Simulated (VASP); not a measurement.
# The defect Mg_Al in a supercell of MgAl2C2 (P-3m1), part 5 of 8

How easily does the defect Mg_Al form in MgAl2C2 (P-3m1)? The host is relaxed first, then a supercell is run with and without the defect. The start is a computed cell from the Materials Project.

VASP 6.6.1, plane waves and PAW; the level of theory is named at each step.

So far. Step 2 (Relaxing the host crystal): The run ended after 5 ionic steps, 0.008 eV below its first step, once forces and stress met EDIFFG = -0.02. Step 4 (The supercell without the defect): The perfect cell has a gap of 1.86 eV on this mesh, with its valence-band top at 6.697 eV, and charged states follow.

## 5. Reference Al

This step: PBEsol; plane waves and PAW (Al) (VASP 6.6.1).

System of this step: Al. Symmetry: Fm-3m, No. 225, cubic system. The conventional cell has a = 4.050 Å, b = 4.050 Å, c = 4.050 Å, α = 90.00°, β = 90.00°, γ = 90.00°. Nearest to Al lie 12 Al at 2.86 Å.

The reference for Al is its crystal, relaxed at the cutoff of the large cell.

INCAR reads:

```
SYSTEM = Al
PREC = Normal
ENCUT = 400
EDIFF = 1E-05
NELM = 120
ISMEAR = 1
SIGMA = 0.1
LREAL = Auto
ALGO = Fast
GGA = PS
NBANDS = 7
LORBIT = 11
LWAVE = .FALSE.
LCHARG = .FALSE.
IBRION = 2
NSW = 25
ISIF = 3
EDIFFG = -0.02
POTIM = 0.4
```

POSCAR reads:

```
Al
1.0
    0.0000000000      2.0250000000      2.0250000000
    2.0250000000      0.0000000000      2.0250000000
    2.0250000000      2.0250000000      0.0000000000
Al
1
Direct
    0.0000000000      0.0000000000      0.0000000000
```

KPOINTS reads:

```
Automatic mesh
0
Gamma
11 11 11
0 0 0
```

The projector-augmented-wave data sets are Al (PBE family, release 64).

Started as:

```sh
$ export OMP_NUM_THREADS=5
$ mpirun -np 1 vasp_std
```

Log:

```text
[banner, memory and clock lines left out]
running    1 mpi-ranks, on    1 nodes
 distrk:  each k-point on    1 cores,    1 groups
 distr:  one band on    1 cores,    1 groups
 Offloading initialized ...    1 GPUs detected
 POSCAR found type information on POSCAR Al
 POSCAR found :  1 types and       1 ions
|                                                                             |
|               ----> ADVICE to this user running VASP <----                  |
|                                                                             |
|     You have a (more or less) 'small supercell' and for smaller cells       |
|     it is recommended to use the reciprocal-space projection scheme!        |
|     The real-space optimization is not efficient for small cells and it     |
|     is also less accurate ...                                               |
|     Therefore, set LREAL=.FALSE. in the INCAR file.                         |
|                                                                             |

 [... a notice as in an earlier step ...]

 LDA part: xc-table for (Slater+PW92), standard interpolation
 POSCAR, INCAR and KPOINTS ok, starting setup
 FFT: planning ... GRIDC
 FFT: planning ... GRID_SOFT
 FFT: planning ... GRID
 WAVECAR not read
 entering main loop
       N       E                     dE             d eps       ncg     rms          rms(c)
DAV:   1    -0.321369313802E+01   -0.32137E+01   -0.73332E+02   868   0.177E+02
DAV:   2    -0.412097420879E+01   -0.90728E+00   -0.90197E+00  1169   0.177E+01
DAV:   3    -0.412533616104E+01   -0.43620E-02   -0.43620E-02  1022   0.127E+00
DAV:   4    -0.412534481832E+01   -0.86573E-05   -0.86582E-05  1232   0.468E-02
DAV:   5    -0.412534482815E+01   -0.98361E-08   -0.93039E-08  1071   0.124E-03    0.138E+00
RMM:   6    -0.410846082844E+01    0.16884E-01   -0.15151E-03   784   0.214E-01    0.797E-01
RMM:   7    -0.409704586224E+01    0.11415E-01   -0.44803E-03   784   0.357E-01    0.133E-01
RMM:   8    -0.409705996284E+01   -0.14101E-04   -0.22870E-04   784   0.995E-02    0.322E-02
RMM:   9    -0.409706377928E+01   -0.38164E-05   -0.33825E-05   784   0.416E-02
   1 F= -.40970638E+01 E0= -.40966166E+01  d E =-.409706E+01
 curvature:   0.00 expect dE= 0.000E+00 dE for cont linesearch  0.000E+00
 trial: gam= 0.00000 g(F)=  0.156E-65 g(S)=  0.480E-02 ort = 0.000E+00 (trialstep = 0.100E+01)
 search vector abs. value=  0.480E-02
 bond charge predicted
       N       E                     dE             d eps       ncg     rms          rms(c)
DAV:   1    -0.409973789166E+01   -0.26779E-02   -0.28175E-02   910   0.764E-01    0.153E-01
RMM:   2    -0.409960078422E+01    0.13711E-03   -0.13940E-04   782   0.971E-02    0.690E-02
RMM:   3    -0.409951027286E+01    0.90511E-04   -0.39839E-05   784   0.345E-02    0.161E-02
RMM:   4    -0.409950946642E+01    0.80644E-06   -0.99353E-06   555   0.200E-02
   2 F= -.40995095E+01 E0= -.40991074E+01  d E =-.244569E-02
 trial-energy change:   -0.002446  1 .order   -0.002393   -0.004800    0.000014
 step:   0.9973(harm=  0.9971)  dis= 0.00000  next Energy=    -4.099509 (dE=-0.245E-02)
 reached required accuracy - stopping structural energy minimisation
```

Run time: 54 s. Hardware: 1 × NVIDIA H100 80GB HBM3, 81559 MiB with 1 MPI rank of AMD EPYC 7R13 (Zen 3), card shared with another run, shared host; peak memory 1.6 GiB.

Parts of OUTCAR (step 5):

```text
   k-points           NKPTS =     56   k-points in BZ     NKDIM =     56   number of bands    NBANDS=      7

   ENCUT  =  400.0 eV  29.40 Ry    5.42 a.u.   4.67  4.67  4.67*2*pi/ulx,y,z

   NELECT =       3.0000    total number of electrons

 E-fermi :   8.1370

 k-point     1 :       0.0000    0.0000    0.0000
  band No.  band energies     occupation
      1      -3.1193      2.00000
      2      20.8218      0.00000
      3      20.8218      0.00000
      4      20.8218      0.00000
      5      22.4427      0.00000
      6      22.4427      0.00000
    ...

  Total        0.0005977      0.0005977      0.0005977     -0.0000000     -0.0000000      0.0000000
  in kB        0.0590418      0.0590418      0.0590418     -0.0000000     -0.0000000      0.0000000
  external PRESSURE =       0.0590418 kB  Pullay stress =       0.0000000 kB

 POSITION                                       TOTAL-FORCE (eV/Angst)
 -----------------------------------------------------------------------------------
      2.00909      2.00909     -0.00000         0.000000      0.000000     -0.000000
 -----------------------------------------------------------------------------------
    total drift:                               -0.000000     -0.000000      0.000000

  FREE ENERGIE OF THE ION-ELECTRON SYSTEM (eV)
  ---------------------------------------------------
  free  energy   TOTEN  =        -4.0995094664 eV

  energy  without entropy=       -4.0983031410  energy(sigma->0) =       -4.09910736

[... 1 part as in an earlier step ...]

[... 15 further parts left out ...]
```

This run has no spin polarisation. Its electron count is odd, so without a moment it is a metal by construction. The k-mesh is coarse for a metal. The run keeps the 48 symmetry operations of its start, so it cannot find a distortion of lower symmetry.

Relaxation path:

```csv
step,energy less that of the first step (eV),largest force (eV/Å),pressure (GPa),volume (Å³)
1,0.0000,0.0000,-1.96,16.61
2,-0.0024,0.0000,0.01,16.22
```

```csv
"conventional cell, symmetrised",before,after,change
a (Å),4.050,4.018,-0.8 %
b (Å),4.050,4.018,-0.8 %
c (Å),4.050,4.018,-0.8 %
volume (Å³/atom),16.61,16.22,-2.3 %
```

Final coordinates:

```cif
data_structure
_symmetry_space_group_name_H-M 'P 1'
_symmetry_Int_Tables_number 1
_cell_length_a 2.8413
_cell_length_b 2.8413
_cell_length_c 2.8413
_cell_angle_alpha 60.000
_cell_angle_beta 60.000
_cell_angle_gamma 60.000
_cell_volume 16.22
loop_
_atom_site_label
_atom_site_type_symbol
_atom_site_fract_x
_atom_site_fract_y
_atom_site_fract_z
_atom_site_occupancy
Al1 Al 0.00000 0.00000 0.00000 1
```

Numbers from this step:

```
electronic cycles                               : 13
electrons                                       : 3
free energy (TOTEN)                             : -4.100 eV
energy at zero smearing                         : -4.099 eV
Fermi energy                                    : 8.137 eV
labelled metallic, from the levels on this mesh : yes
```

The run ended after 2 ionic steps, 0.002 eV below its first step, once forces and stress met EDIFFG = -0.02.

Energy at zero smearing: -4.09911 eV.

## 6. Reference Mg

This step: PBEsol; plane waves and PAW (Mg) (VASP 6.6.1).

System of this step: Mg. The structure is hexagonal, space group P6_3/mmc (No. 194). The conventional cell has a = 3.210 Å, b = 3.210 Å, c = 5.213 Å, α = 90.00°, β = 90.00°, γ = 120.00°. Nearest to Mg lie 12 Mg at 3.20 to 3.21 Å.

The reference for Mg is its crystal, relaxed at the cutoff of the large cell.

INCAR: that of step 5 with these lines changed.

```diff
@@ -1,2 +1,2 @@
-SYSTEM = Al
+SYSTEM = Mg
 PREC = Normal
@@ -10,3 +10,3 @@
 GGA = PS
-NBANDS = 7
+NBANDS = 8
 LORBIT = 11
```

POSCAR reads:

```
Mg
1.0
    3.2100000000      0.0000000000      0.0000000000
   -1.6050000000      2.7799415461      0.0000000000
    0.0000000000      0.0000000000      5.2130400000
Mg
2
Direct
    0.0000000000      0.0000000000      0.0000000000
    0.3333333333      0.6666666667      0.5000000000
```

KPOINTS reads:

```
Automatic mesh
0
Gamma
10 10 5
0 0 0
```

PAW data sets: Mg (PBE family, release 64).

Log:

```text
[banner, memory and clock lines left out]
running    1 mpi-ranks, on    1 nodes
 distrk:  each k-point on    1 cores,    1 groups
 distr:  one band on    1 cores,    1 groups
 Offloading initialized ...    1 GPUs detected
 POSCAR found type information on POSCAR Mg
 POSCAR found :  1 types and       2 ions
 [... a notice as in an earlier step ...]

 [... a notice as in an earlier step ...]

 LDA part: xc-table for (Slater+PW92), standard interpolation
 POSCAR, INCAR and KPOINTS ok, starting setup
 FFT: planning ... GRIDC
 FFT: planning ... GRID_SOFT
 FFT: planning ... GRID
 WAVECAR not read
 entering main loop
       N       E                     dE             d eps       ncg     rms          rms(c)
DAV:   1    -0.143845146663E+01   -0.14385E+01   -0.12156E+03   696   0.274E+02
DAV:   2    -0.344113783196E+01   -0.20027E+01   -0.19679E+01   928   0.199E+01
DAV:   3    -0.345024901700E+01   -0.91112E-02   -0.91078E-02   912   0.175E+00
DAV:   4    -0.345026596534E+01   -0.16948E-04   -0.16948E-04   960   0.646E-02
DAV:   5    -0.345026603796E+01   -0.72615E-07   -0.72532E-07   928   0.251E-03    0.964E-01
RMM:   6    -0.343972482224E+01    0.10541E-01   -0.55502E-04   672   0.174E-01    0.614E-01
RMM:   7    -0.343005526132E+01    0.96696E-02   -0.24557E-03   672   0.347E-01    0.317E-02
RMM:   8    -0.343006929294E+01   -0.14032E-04   -0.95804E-05   672   0.784E-02    0.646E-03
RMM:   9    -0.343006937159E+01   -0.78653E-07   -0.66879E-06   537   0.192E-02
   1 F= -.34300694E+01 E0= -.34293004E+01  d E =-.343007E+01
 curvature:   0.00 expect dE= 0.000E+00 dE for cont linesearch  0.000E+00
 trial: gam= 0.00000 g(F)=  0.260E-45 g(S)=  0.782E-02 ort = 0.000E+00 (trialstep = 0.100E+01)
 search vector abs. value=  0.782E-02
 bond charge predicted
       N       E                     dE             d eps       ncg     rms          rms(c)
DAV:   1    -0.343622369382E+01   -0.61544E-02   -0.16283E-02   888   0.600E-01    0.516E-02
RMM:   2    -0.343617680143E+01    0.46892E-04   -0.74941E-05   634   0.553E-02    0.321E-02
RMM:   3    -0.343614314164E+01    0.33660E-04   -0.10053E-05   525   0.176E-02    0.184E-03
RMM:   4    -0.343614298081E+01    0.16084E-06   -0.51112E-07   377   0.492E-03
   2 F= -.34361430E+01 E0= -.34354363E+01  d E =-.607361E-02
[...]
3 F= -.34385495E+01 E0= -.34381103E+01  d E =-.848009E-02
[...]
4 F= -.34386063E+01 E0= -.34382401E+01  d E =-.853695E-02
[...]
5 F= -.34412783E+01 E0= -.34413615E+01  d E =-.267197E-02
[...]
6 F= -.34413026E+01 E0= -.34413940E+01  d E =-.269631E-02
[...]
7 F= -.34422359E+01 E0= -.34422985E+01  d E =-.933260E-03
 trial-energy change:   -0.000933  1 .order   -0.000939   -0.001504   -0.000375
 step:   1.6628(harm=  1.6628)  dis= 0.00000  next Energy=    -3.442304 (dE=-0.100E-02)
 bond charge predicted
       N       E                     dE             d eps       ncg     rms          rms(c)
DAV:   1    -0.344228040816E+01   -0.36082E-04   -0.41753E-04   920   0.994E-02    0.671E-03
RMM:   2    -0.344227916440E+01    0.12438E-05   -0.15646E-06   320   0.794E-03
   8 F= -.34422792E+01 E0= -.34423301E+01  d E =-.976528E-03
 curvature:  -0.83 expect dE=-0.327E-06 dE for cont linesearch -0.130E-06
 trial: gam= 0.00000 g(F)=  0.000E+00 g(S)=  0.393E-06 ort =-0.137E-04 (trialstep = 0.133E+01)
 search vector abs. value=  0.394E-06
 reached required accuracy - stopping structural energy minimisation
```

Run time: 1.9 min. Hardware: 1 × NVIDIA H100 80GB HBM3, 81559 MiB with 1 MPI rank; peak memory 1.6 GiB.

From OUTCAR (step 6):

```text
   k-points           NKPTS =     42   k-points in BZ     NKDIM =     42   number of bands    NBANDS=      8

   ENCUT  =  400.0 eV  29.40 Ry    5.42 a.u.   5.23  5.23  8.50*2*pi/ulx,y,z

   NELECT =       4.0000    total number of electrons

 E-fermi :   2.7282

 k-point     1 :       0.0000    0.0000    0.0000
  band No.  band energies     occupation
      1      -4.3204      2.00000
      2       0.8158      2.00000
      3       1.1660      2.00000
      4      14.0539      0.00000
      5      14.0539      0.00000
      6      14.2837      0.00000
      7      14.2837      0.00000
      8      14.3517      0.00000

  Total        0.0004129      0.0004129     -0.0044775      0.0000000      0.0000000      0.0000000
  in kB        0.0146791      0.0146791     -0.1591631      0.0000000      0.0000000      0.0000000
  external PRESSURE =      -0.0432683 kB  Pullay stress =       0.0000000 kB

 POSITION                                       TOTAL-FORCE (eV/Angst)
 -----------------------------------------------------------------------------------
      0.00000      0.00000      0.00000         0.000000      0.000000      0.000000
     -0.00000      1.81519      2.63254         0.000000      0.000000      0.000000
 -----------------------------------------------------------------------------------
    total drift:                                0.000000     -0.000000      0.000000

  FREE ENERGIE OF THE ION-ELECTRON SYSTEM (eV)
  ---------------------------------------------------
  free  energy   TOTEN  =        -3.4422791644 eV

  energy  without entropy=       -3.4424318579  energy(sigma->0) =       -3.44233006

[... 1 part as in an earlier step ...]

[... 15 further parts left out ...]
```

CONTCAR:

```
Mg
    1.000000000000000
     3.1439986709040992    0.0000000000000000   -0.0000000000000000
    -1.5719993354520496    2.7227827184223887    0.0000000000000000
    -0.0000000000000000    0.0000000000000000    5.2650734578763565
  Mg
     2
Direct
     0.0000000000000000    0.0000000000000000    0.0000000000000000
     0.3333333332999970    0.6666666667000030    0.5000000000000000
```

The run keeps the 24 symmetry operations of its start, so it cannot find a distortion of lower symmetry.

Relaxation path:

```csv
step,energy less that of the first step (eV),largest force (eV/Å),pressure (GPa),volume (Å³)
1,0.0000,0.0000,-1.15,46.52
2,-0.0061,0.0000,-0.46,45.62
3,-0.0085,0.0000,0.22,44.78
4,-0.0085,0.0000,0.37,44.62
5,-0.0112,0.0000,0.50,44.48
6,-0.0112,0.0000,0.51,44.46
7,-0.0122,0.0000,0.13,44.92
8,-0.0122,0.0000,0.00,45.07
```

```csv
"conventional cell, symmetrised",before,after,change
a (Å),3.210,3.144,-2.1 %
b (Å),3.210,3.144,-2.1 %
c (Å),5.213,5.265,+1.0 %
volume (Å³/atom),23.26,22.54,-3.1 %
```

The relaxed structure:

```
Mg
1.0
     3.14400    0.00000    0.00000
    -1.57200    2.72278    0.00000
     0.00000    0.00000    5.26507
Mg
2
Direct
  0.00000 0.00000 0.00000
  0.33333 0.66667 0.50000
```

Numbers from this step:

* electronic cycles: 29
* electrons: 4
* free energy (TOTEN): -3.442 eV
* energy at zero smearing: -3.442 eV
* Fermi energy: 2.728 eV

The run ended after 8 ionic steps, 0.012 eV below its first step, once forces and stress met EDIFFG = -0.02.

The edges of the cell as typed change unequally, by -2.1 to +1.0 %. In a metal that hangs on the k mesh, which was not refined here; the energy is less touched by it than the shape.

Energy at zero smearing: -3.44233 eV.

(Part 5 of 8 ends here.)

[Lines on the potential files, build, host, timing and source positions are cut from VASP's logs without a mark.]

[Logs are printed without paths, hosts, clocks, repeated set-up lines and the standing remarks that a program may print on its own settings, such as how far it seeks lower states.]

[Hosts, paths, dates, database ids (printed as entryN), source tags and the programs' standing remarks are cut or masked in the printed files.]

[In band tables of VASP the shares of atoms and orbitals are scaled to a sum of 1 inside the atoms' spheres.]

[Runs that stopped without an error message from VASP are left out.]
